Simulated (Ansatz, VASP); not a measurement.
**PW: VASP beside Ansatz**

Wanted: the spread between two codes on one cell, functional and k mesh. The cell is taken from a series of runs on this material, whose earlier steps may have relaxed, scaled, displaced or heated it; both programs get it as it stands.

Main program and level: Ansatz 0.2.0; plane waves, with VASP 6.6.1 beside it; relaxation of cell and atoms at PBEsol.

**1. Set-up**

Symmetry: Pnma, No. 62, orthorhombic system. The conventional cell has a = 5.691 Å, b = 3.226 Å, c = 6.224 Å, α = 90.00°, β = 90.00°, γ = 90.00°. P has 6 W at 2.46 to 2.53 Å and 2 P at 2.75 Å nearest. W has 6 P at 2.46 to 2.53 Å nearest. Farther neighbours are not listed.

As a file:

```cif
data_structure
_symmetry_space_group_name_H-M 'Pnma'
_symmetry_Int_Tables_number 62
_cell_length_a 5.6908
_cell_length_b 3.2260
_cell_length_c 6.2236
_cell_angle_alpha 90.000
_cell_angle_beta 90.000
_cell_angle_gamma 90.000
_cell_volume 114.26
loop_
_atom_site_label
_atom_site_type_symbol
_atom_site_symmetry_multiplicity
_atom_site_Wyckoff_symbol
_atom_site_fract_x
_atom_site_fract_y
_atom_site_fract_z
_atom_site_occupancy
P1 P 4 c 0.81786 0.75000 0.56497 1
W1 W 4 c 0.98667 0.75000 0.18809 1
```

**2. Ansatz: relaxation of cell and atoms, PBEsol**

Ansatz runs on its PAW soft_1 files.

The relaxed volume is the usual yardstick between codes: in a stiff, nearly cubic crystal its relative difference is about their pressure difference at one cell divided by the bulk modulus.

input.yaml reads:

```yaml
crystal:
  lattice:
    - [5.6908073128, 0.0, 0.0]
    - [0.0, 3.2259863823, 0.0]
    - [0.0, 0.0, 6.2235843207]
  atoms:
    - { symbol: P, position: [0.8178576046, 0.75, 0.5649749869] }
    - { symbol: P, position: [0.1821423954, 0.25, 0.4350250131] }
    - { symbol: P, position: [0.6821423954, 0.25, 0.0649749869] }
    - { symbol: P, position: [0.3178576046, 0.75, 0.9350250131] }
    - { symbol: W, position: [-0.0133327196, 0.75, 0.1880854809] }
    - { symbol: W, position: [0.0133327196, 0.25, 0.8119145191] }
    - { symbol: W, position: [0.5133327196, 0.25, 0.6880854809] }
    - { symbol: W, position: [0.4866672804, 0.75, 0.3119145191] }
kpoints:
  mp_grid: { grid: [6, 12, 6] }
hamiltonian:
  xc: pbesol
  pseudopotentials: { kind: paw, azcp: { folder: soft_1 }, xc_functional: pbe }
scf:
  occupations: { method: methfessel_paxton, width: 0.2 }
output:
  forces: true
  stress: true
  eigenvalues: true
relax:
  adjacent_minimum: "off"
  f_tol: 0.001
  max_steps: 60
  cell: { stress_tol: 0.01 }
```

Launch:

```
ansatz run input.yaml --threads 16 --pin off --max-ram 61440MiB --backend cuda --events-out ev --progress --plain --runs-dir out
```

Numbers of over 12 decimals in the logs are rounded to 6 here.

Output:

```text
Engine: ansatz 0.2.0, aarch64-unknown-linux-gnu
Pseudopotentials: kind: paw
Pseudopotential: P, paw, valence charge 5, recommended cutoff 420 eV (normal), soft_1/P.paw.azcp
Pseudopotential: W, paw, valence charge 14, recommended cutoff 420 eV (normal), soft_1/W.paw.azcp
Functional definition: PBEsol
  exchange = pbesol_x
  correlation = pbesol_c
[...]
Crystal: 8 atoms, lattice volume = 114.255 Å³
Basis set: ecut = 420 eV, 2241 PW (Γ), exchange–correlation on 80×48×90 points (8 copies of the dense FFT grid, shifted against one another)
Bands: 46, of which v1, the nominal top of the filled ones, is band 38 counted from 1 (37 counted from 0)
Symmetry: 8 space group operations
Space group: Pnma (ITA 62), of the structure as read, at distance tolerance 4.9e-5 Å
k-points: 112 of 432
Non-local potential: P, projectors of the file, l = 0: 2, l = 1: 2, l = 2: 1
Non-local potential: W, projectors of the file, l = 0: 3, l = 1: 2, l = 2: 2, l = 3: 1
PAW form: soft (Blöchl's): semilocal exchange-correlation on the pseudo side does not see the compensation charge
PAW frozen core: P, regenerated for the run's functional, and the local potential with it (the file was generated under x = pbe(κ = 0.804, μ = 0.219515), c = pbe(β = 0.066725))
PAW frozen core: W, regenerated for the run's functional, and the local potential with it (the file was generated under x = pbe(κ = 0.804, μ = 0.219515), c = pbe(β = 0.066725))
PAW one-centre angular grid: P, 110 points (default); XC on 64 Gauss nodes
PAW one-centre angular grid: W, 590 points (default); XC on 64 Gauss nodes
Initial density: superposition of atomic densities (chi_scale 0.1, normalization cell, long waves kept (reshape's long-wave potential 0.00 eV rms))
Initial wavefunctions: pseudopotential atomic-orbital guess
[...]
Functional: x = pbesol(κ = 0.804, μ = 0.123457), c = pbesol(β = 0.046)
SCF iter   1: F=—  HF=-43995.196892 eV  |F-HF|=—  |Δ(HF+E_count)|=         —  Δρ=5.06e-2  dr2=2.72e0  ethr=3.10e-3  ⟨swp⟩=5.9  Hψ=21743  notcnv=0
preconditioner: auto → Kerker (q_TF=auto, 2.549 Å⁻¹)  [metal: Δε(μ)=0.012 eV  Ē_g=7.487 eV  σ=0.200 eV  W_gap=0.05  n_scr=38 (ndim 8)  ℏωp=23.0 eV  f_vac=0.000  D(μ)=3.07/eV (n_scr^D=16)]
SCF iter   2: F=—  HF=-43994.542893 eV  |F-HF|=—  |Δ(HF+E_count)|=   6.54e-1  S|Δr|=    0.00e0  Δρ=2.95e-2  dr2=8.58e-1  ethr=3.10e-3  ⟨swp⟩=2.0  Hψ=6780  notcnv=0
[...]
SCF iter   7: F=-43994.244080 eV  HF=-43994.244080 eV  |F-HF|=2.91e-10  |Δ(HF+E_count)|=   3.57e-8  S|Δr|=    0.00e0  Δρ=4.27e-6  dr2=1.45e-8  ethr=1.32e-10  ⟨swp⟩=6.1  Hψ=25462  notcnv=0
SCF 1 converged in 7 iterations: F = -43994.244080 eV  dr2 = 1.45e-8
  greatest PAW one-centre occupation: 0.999 electrons in one spin orbital (limit 2), on the W atom at site 7 (counted from 0), in its partial waves of l = 0
relax step   1: F+E_penalty+E_count = -43994.24407999 eV  Δ(F+E_penalty+E_count) = +0.000e0 eV  max|allowed force component| = 4.613e-3 eV/Å  Δτ_max = 0.0000 Å  P = -0.050 GPa  Ω = 114.255 Å³  (7 SCF iters, dr2 threshold 1.00e-7 eV, accepted)
[...]
relax step   2: F+E_penalty+E_count = -43994.24409593 eV  Δ(F+E_penalty+E_count) = -1.594e-5 eV  max|allowed force component| = 4.123e-3 eV/Å  Δτ_max = 0.0004 Å  P = +0.035 GPa  Ω = 114.219 Å³  energy of the carried Pulay correction = +1.157e-5 eV  (3 SCF iters, dr2 threshold 1.40e-8 eV, accepted)
[...]
relax step   3: F+E_penalty+E_count = -43994.24409635 eV  Δ(F+E_penalty+E_count) = -4.235e-7 eV  max|allowed force component| = 1.796e-3 eV/Å  Δτ_max = 0.0001 Å  P = +0.004 GPa  Ω = 114.230 Å³  energy of the carried Pulay correction = +8.124e-6 eV  (3 SCF iters, dr2 threshold 7.33e-9 eV, accepted)
[...]
relax step   4: F+E_penalty+E_count = -43994.24409673 eV  Δ(F+E_penalty+E_count) = -3.759e-7 eV  max|allowed force component| = 8.713e-4 eV/Å  Δτ_max = 0.0001 Å  P = -0.001 GPa  Ω = 114.230 Å³  energy of the carried Pulay correction = +7.948e-6 eV  (4 SCF iters, dr2 threshold 2.02e-10 eV, accepted)
[...]
relax step   5: F+E_penalty+E_count = -43994.24408650 eV  Δ(F+E_penalty+E_count) = +1.023e-5 eV  max|allowed force component| = 8.716e-4 eV/Å  Δτ_max = 0.0000 Å  P = -0.001 GPa  Ω = 114.230 Å³  stress off target by 4.77e-3 GPa  SCF on the basis re-selected at this cell (its energy is not comparable with the rows above)  (4 SCF iters)
[...]
SCF converged after 4 iterations
Stability not checked: this state was not tested for a lower state beside it, because cold or Methfessel-Paxton smearing, or corrected tetrahedra, fill the levels in a way that the test cannot read (fill_not_monotonic; see scf.lower_state_search)
Free energy (F): -43994.244087 eV
Harris-Foulkes:  -43994.244087 eV  (|F-HF|=0.00e0)
Internal energy: -43994.246530 eV  (E = F + TS)
E sigma→0 (E₀):  -43994.244697 eV
Entropy (-TS):   0.002444 eV (0.305 meV/atom)
Fermi energy:    18.288207 eV
--- Per-component energies (eV) ---
  E_band       = -368.531683
  E_kinetic    = 1988.893205
  E_local      = -3145.452388  (includes V_loc(G=0)·N_el)
  E_nonlocal   = 35.389395
  E_hartree    = 1312.156896
  E_xc         = -1363.644323
  E_vxc        = -1183.848523  (∫ρ·V_xc dr)
  E_paw        = -35977.829006  (= ΣΔE_a)
  E_vpaw       = -687.827787  (= ΣTr[D̂ρ^β])
  E_aug_tail   = 0.000610  (compensation charges beyond the density's cutoff)
  E_ewald      = -6844.832734
  E_core_change = 1.071816  (= ΣΔE_core)
  E_smearing   = 0.002444  (= −TS)
  E_closure    = 0.000000  (closes the sum)
  Σ components = -43994.244087   (vs F -43994.244087, Δ=0.00e0)
--- Forces (eV/Å), atoms counted from 1 ---
  atom   1  P      0.00087164     0.00000000    -0.00016656
  atom   2  P     -0.00087164    -0.00000000     0.00016656
  atom   3  P     -0.00087164    -0.00000000    -0.00016656
  atom   4  P      0.00087164     0.00000000     0.00016656
  atom   5  W      0.00066064     0.00000000     0.00035210
  atom   6  W     -0.00066064    -0.00000000    -0.00035210
  atom   7  W     -0.00066064     0.00000000     0.00035210
  atom   8  W      0.00066064    -0.00000000    -0.00035210
  max |Σ_I F_I| component: 5.20e-18 eV/Å
--- Stress (GPa, compression-positive) ---
        0.001667      -0.000000       0.000000
       -0.000000       0.001078       0.000000
        0.000000       0.000000      -0.004773
  P = ⅓ Tr σ = -0.0007 GPa (-0.007 kbar)
--- Band table (eV; the first three rows and the last of 112) ---
  k-point 0: bands = [... 34 lower, 17.2008, 17.3145, 17.3615, 17.5767, 17.7630, 18.8209, 19.1689, 19.4444, ... 4 higher]
  k-point 1: bands = [... 34 lower, 16.6061, 16.9909, 17.4535, 17.6428, 18.0909, 18.4937, 18.8447, 19.7959, ... 4 higher]
  k-point 2: bands = [... 34 lower, 16.3946, 16.5205, 16.8833, 17.6032, 17.9217, 18.7887, 18.8134, 19.6285, ... 4 higher]
  k-point 111: bands = [... 34 lower, 16.1472, 16.1472, 18.6573, 18.6573, 18.6573, 18.6573, 20.5092, 20.5092, ... 4 higher]
--- Relaxed structure (4 steps of the walk, 4 accepted, 1 SCFs on fresh bases) ---
  F+E_penalty+E_count = -43994.24408650 eV   max|allowed force component| = 8.716e-4 eV/Å   (the final SCF, on the basis selected at the relaxed cell)
  cell:  # Å, volume = 114.2302 Å³
    - [5.690382, 0, 0]
    - [0, 3.225874, 0]
    - [0, 0, 6.222888]
  atoms:
    - { symbol: P, position: [0.817926, 0.75, 0.564980] }
    - { symbol: P, position: [0.182074, 0.25, 0.435020] }
    - { symbol: P, position: [0.682074, 0.25, 0.064980] }
    - { symbol: P, position: [0.317926, 0.75, 0.935020] }
    - { symbol: W, position: [-0.013343, 0.75, 0.188085] }
    - { symbol: W, position: [0.013343, 0.25, 0.811915] }
    - { symbol: W, position: [0.513343, 0.25, 0.688085] }
    - { symbol: W, position: [0.486657, 0.75, 0.311915] }
```

The column dr2 measures how far the density is from self-consistency, as an energy; F and HF (Harris–Foulkes) agree once it is small.

**3. VASP: relaxation of cell and atoms, PBEsol**

The same cell, functional, mesh and smearing now go to VASP, with its own data sets.

Lines of VASP's logs that name or quote its potential files are left out, and so is its time.

INCAR reads:

```
SYSTEM = PW
PREC = Accurate
ENCUT = 600
EDIFF = 1E-07
NELM = 120
ISMEAR = 1
SIGMA = 0.2
LREAL = .FALSE.
ALGO = Normal
GGA = PS
NBANDS = 30
LASPH = .TRUE.
LORBIT = 11
LWAVE = .FALSE.
LCHARG = .FALSE.
ISIF = 3
IBRION = 2
NSW = 80
EDIFFG = -0.005
GGA_COMPAT = .FALSE.
NELMIN = 4
KPAR = 2
```

POSCAR reads:

```
PW
1.0
    5.6908070000      0.0000000000      0.0000000000
    0.0000000000      3.2259860000      0.0000000000
    0.0000000000      0.0000000000      6.2235840000
P W
4 4
Direct
    0.8178576430      0.7500001550      0.5649749405
    0.1821423570      0.2500001550      0.4350250595
    0.6821424448      0.2500001550      0.0649749405
    0.3178575552      0.7500001550      0.9350250595
    0.9866672688      0.7500001550      0.1880855147
    0.0133327312      0.2500001550      0.8119144853
    0.5133328191      0.2500001550      0.6880855147
    0.4866673567      0.7500001550      0.3119144853
```

KPOINTS reads:

```
Automatic mesh
0
Gamma
6 12 6
0 0 0
```

PAW data sets: P and W (PBE family, release 64).

Launch:

```
mpirun -np 2 vasp_std
```

Output:

```text
[banner, memory and clock lines left out]
running    2 mpi-ranks, on    1 nodes
 distrk:  each k-point on    1 cores,    2 groups
 distr:  one band on    1 cores,    1 groups

 POSCAR found type information on POSCAR P W
 POSCAR found :  2 types and       8 ions
|                                                                             |
|               ----> ADVICE to this user running VASP <----                  |
|                                                                             |
|     You enforced a specific xc type in the INCAR file but a different       |
|     [... a line on the potential file left out ...]
|     I HOPE YOU KNOW WHAT YOU ARE DOING!                                     |
|                                                                             |

 LDA part: xc-table for (Slater+PW92), standard interpolation
 POSCAR, INCAR and KPOINTS ok, starting setup
 FFT: planning ... GRIDC
 FFT: planning ... GRID_SOFT
 FFT: planning ... GRID
 WAVECAR not read
 entering main loop
       N       E                     dE             d eps       ncg     rms          rms(c)
DAV:   1     0.193289220128E+03    0.19329E+03   -0.21292E+04  6720   0.148E+03
DAV:   2    -0.638769243149E+02   -0.25717E+03   -0.24515E+03  7924   0.326E+02
DAV:   3    -0.851777204917E+02   -0.21301E+02   -0.20463E+02  9648   0.736E+01
DAV:   4    -0.857882799769E+02   -0.61056E+00   -0.59904E+00  9024   0.126E+01
DAV:   5    -0.858027728985E+02   -0.14493E-01   -0.14430E-01  8980   0.191E+00    0.516E+01
DAV:   6    -0.827665986152E+02    0.30362E+01   -0.10605E+01 10012   0.134E+01    0.226E+01
DAV:   7    -0.823002126835E+02    0.46639E+00   -0.10450E+00  8324   0.494E+00    0.776E+00
DAV:   8    -0.822652798041E+02    0.34933E-01   -0.17190E-01  9164   0.209E+00    0.803E-01
DAV:   9    -0.822608062270E+02    0.44736E-02   -0.12023E-02  8234   0.529E-01    0.535E-01
DAV:  10    -0.822604439803E+02    0.36225E-03   -0.54315E-03  9110   0.336E-01    0.148E-01
DAV:  11    -0.822603679372E+02    0.76043E-04   -0.62632E-04  8722   0.116E-01    0.778E-02
DAV:  12    -0.822603754956E+02   -0.75584E-05   -0.77941E-05  8030   0.403E-02    0.493E-02
DAV:  13    -0.822603673564E+02    0.81392E-05   -0.33634E-05  7926   0.271E-02    0.712E-03
DAV:  14    -0.822603671776E+02    0.17884E-06   -0.42093E-06  9082   0.997E-03    0.434E-03
DAV:  15    -0.822603670462E+02    0.13138E-06   -0.39344E-07  7634   0.303E-03    0.765E-04
DAV:  16    -0.822603670050E+02    0.41252E-07   -0.10136E-07  5076   0.149E-03
   1 F= -.82260367E+02 E0= -.82261180E+02  d E =-.822604E+02
[...]
2 F= -.82258322E+02 E0= -.82259114E+02  d E =0.204542E-02
[...]
3 F= -.82260838E+02 E0= -.82261644E+02  d E =-.470662E-03
[...]
4 F= -.82260838E+02 E0= -.82261644E+02  d E =-.470563E-03
[...]
5 F= -.82260958E+02 E0= -.82261739E+02  d E =-.120855E-03
[...]
6 F= -.82260983E+02 E0= -.82261743E+02  d E =-.145147E-03
 curvature:  -0.77 expect dE=-0.438E-04 dE for cont linesearch -0.246E-06
 trial: gam= 0.32812 g(F)=  0.139E-04 g(S)=  0.428E-04 ort =-0.823E-05 (trialstep = 0.993E+00)
 search vector abs. value=  0.742E-04
 bond charge predicted
       N       E                     dE             d eps       ncg     rms          rms(c)
DAV:   1    -0.822610172653E+02   -0.34545E-04   -0.27333E-03  6854   0.251E-01    0.261E-02
DAV:   2    -0.822610182843E+02   -0.10190E-05   -0.11508E-04  9322   0.629E-02    0.116E-02
DAV:   3    -0.822610159030E+02    0.23813E-05   -0.47696E-06  8762   0.120E-02    0.625E-03
DAV:   4    -0.822610154259E+02    0.47712E-06   -0.12353E-06  8680   0.543E-03    0.170E-03
DAV:   5    -0.822610154475E+02   -0.21638E-07   -0.10139E-07  4996   0.207E-03
   7 F= -.82261015E+02 E0= -.82261755E+02  d E =-.327321E-04
 trial-energy change:   -0.000033  1 .order   -0.000033   -0.000054   -0.000012
 step:   1.2799(harm=  1.2799)  dis= 0.00078  next Energy=   -82.261017 (dE=-0.346E-04)
 reached required accuracy - stopping structural energy minimisation
```

[end of part 1 of 2]

[Lines on the potential files, build, host, timing and source positions are cut from VASP's logs without a mark.]

[Logs are printed without paths, hosts, clocks, repeated set-up lines and the standing remarks that a program may print on its own settings, such as how far it seeks lower states.]

[Hosts, paths, dates, database ids (printed as entryN), source tags and the programs' standing remarks are cut or masked in the printed files.]
